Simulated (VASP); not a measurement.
Energy against volume of NaI (rock salt). Method: PBEsol GGA, VASP's PBE PAW potentials (set 64) (plane waves; VASP 6.6.1). Numerical set-up: 520 eV cut-off, 7×7×7 Γ-centred mesh, Gaussian smearing of 0.050 eV, potentials Na_pv I.

| V (Å³/atom) | E (eV/atom) |
|---|---|
| 30.970 | -2.82816 |
| 31.959 | -2.83341 |
| 32.947 | -2.83493 |
| 33.936 | -2.83331 |

Task: Fit these four points and predict the energy of the run at 34.924 Å³/atom.

Result: A cubic in V^(−2/3), the third-order Birch-Murnaghan form, passes through the four points with V0 = 32.90 Å³/atom and B0 = 17 GPa, and gives -2.8290 eV/atom there. The run gave -2.8290 eV/atom, +0.0 meV/atom from the fit; all five points give B0 = 17 GPa.

The compound is NaI in the rock salt structure. It was relaxed first.
